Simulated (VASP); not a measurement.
Output of a VASP run:

File OSZICAR:
```
       N       E                     dE             d eps       ncg     rms          rms(c)
DAV:   1     0.103501784615E+03    0.10350E+03   -0.89426E+03   778   0.126E+03
DAV:   2    -0.136768536679E+01   -0.10487E+03   -0.98861E+02   884   0.255E+02
DAV:   3    -0.564638114621E+01   -0.42787E+01   -0.42652E+01   874   0.556E+01
DAV:   4    -0.568159281159E+01   -0.35212E-01   -0.35208E-01   854   0.556E+00
DAV:   5    -0.568210200853E+01   -0.50920E-03   -0.50919E-03   864   0.674E-01    0.654E+00
DAV:   6    -0.552576987591E+01    0.15633E+00   -0.33557E-01   833   0.819E+00    0.426E+00
DAV:   7    -0.552399420120E+01    0.17757E-02   -0.85405E-02   759   0.232E+00    0.193E+00
DAV:   8    -0.552337572578E+01    0.61848E-03   -0.53115E-03   804   0.917E-01    0.318E-01
DAV:   9    -0.552345044381E+01   -0.74718E-04   -0.71041E-04   819   0.385E-01    0.540E-02
DAV:  10    -0.552351065228E+01   -0.60208E-04   -0.89667E-05   779   0.901E-02    0.179E-02
DAV:  11    -0.552352392971E+01   -0.13277E-04   -0.14213E-05   789   0.314E-02    0.429E-03
DAV:  12    -0.552352410639E+01   -0.17668E-06   -0.31567E-07   602   0.588E-03
   1 F= -.55235241E+01 E0= -.55235241E+01  d E =-.552352E+01
       N       E                     dE             d eps       ncg     rms          rms(c)
DAV:   1    -0.572231252182E+01   -0.19879E+00   -0.34820E+00   754   0.207E+01    0.292E+00
DAV:   2    -0.554375481078E+01    0.17856E+00   -0.53075E-01   754   0.863E+00    0.863E-01
DAV:   3    -0.553261628598E+01    0.11139E-01   -0.33794E-02   764   0.145E+00    0.582E-01
DAV:   4    -0.553186977212E+01    0.74651E-03   -0.12251E-03   819   0.298E-01    0.239E-01
DAV:   5    -0.553179809282E+01    0.71679E-04   -0.18614E-04   859   0.210E-01    0.429E-02
DAV:   6    -0.553180238134E+01   -0.42885E-05   -0.63527E-05   834   0.959E-02    0.172E-02
DAV:   7    -0.553180115642E+01    0.12249E-05   -0.33662E-06   749   0.162E-02    0.659E-03
DAV:   8    -0.553180155711E+01   -0.40069E-06   -0.28356E-07   437   0.657E-03
   2 F= -.55318016E+01 E0= -.55318016E+01  d E =-.827745E-02
       N       E                     dE             d eps       ncg     rms          rms(c)
DAV:   1    -0.553581331648E+01   -0.40122E-02   -0.71435E-02   754   0.298E+00    0.418E-01
DAV:   2    -0.553220546405E+01    0.36079E-02   -0.10118E-02   754   0.124E+00    0.133E-01
DAV:   3    -0.553196283722E+01    0.24263E-03   -0.76938E-04   769   0.232E-01    0.920E-02
DAV:   4    -0.553194890958E+01    0.13928E-04   -0.28598E-05   819   0.532E-02    0.316E-02
DAV:   5    -0.553194931998E+01   -0.41040E-06   -0.67250E-06   879   0.408E-02
   3 F= -.55319493E+01 E0= -.55319493E+01  d E =-.842521E-02
```

### OUTCAR
```
------------------------ aborting loop because EDIFF is reached ----------------------------------------
  FORCE on cell =-STRESS in cart. coord.  units (eV):
  Direction    XX          YY          ZZ          XY          YZ          ZX
  --------------------------------------------------------------------------------------
  Total        0.0130602      0.0130602      0.0130602      0.0000000      0.0000000     -0.0000000
  in kB        0.5079998      0.5079998      0.5079998      0.0000000      0.0000000     -0.0000000
  external PRESSURE =       0.5079998 kB  Pullay stress =       0.0000000 kB
  volume of cell :       41.19
      direct lattice vectors                 reciprocal lattice vectors
     0.000000000  2.741082697  2.741082697    -0.182409674  0.182409674  0.182409674
     2.741082697  0.000000000  2.741082697     0.182409674 -0.182409674  0.182409674
     2.741082697  2.741082697  0.000000000     0.182409674  0.182409674 -0.182409674
  FREE ENERGIE OF THE ION-ELECTRON SYSTEM (eV)
  ---------------------------------------------------
  free  energy   TOTEN  =        -5.5319493200 eV

  energy  without entropy=       -5.5319493200  energy(sigma->0) =       -5.53194932

 reached required accuracy - stopping structural energy minimisation
```
(Selected blocks of OUTCAR.)

**POSCAR**
```
AgCl
1
    0.0000000000     2.7750000000     2.7750000000
    2.7750000000     0.0000000000     2.7750000000
    2.7750000000     2.7750000000     0.0000000000
Ag Cl
1 1
Direct
  0.0000000000   0.0000000000   0.0000000000
  0.5000000000   0.5000000000   0.5000000000
```

**Question.** Reconstruct the remaining input files.

**Answer.** This is not unique; one that fits is the input of the run itself, AM05 GGA, plane waves, VASP's PBE PAW potentials (set 64).

File KPOINTS:
```
Automatic mesh
0
Gamma
8 8 8
0 0 0
```

INCAR:
```
ALGO  =  Normal
EDIFF  =  1E-6
EDIFFG  =  -0.01
ENCUT  =  520
GGA  =  AM
IBRION  =  2
ISIF  =  3
ISMEAR  =  0
LASPH  =  .TRUE.
LCHARG  =  .FALSE.
LMAXMIX  =  4
LREAL  =  .FALSE.
LWAVE  =  .FALSE.
NELM  =  100
NSW  =  60
PREC  =  Accurate
SIGMA  =  0.05
SYSTEM  =  AgCl
```

POTCAR, in this order: Ag Cl (PBE.64 set). Program: vasp_std.

Energy and stress use the plane-wave basis of the starting cell.

The compound is AgCl in the rock salt structure. This run relaxes it. Symmetry was kept, so distortions that lower it aren't found.
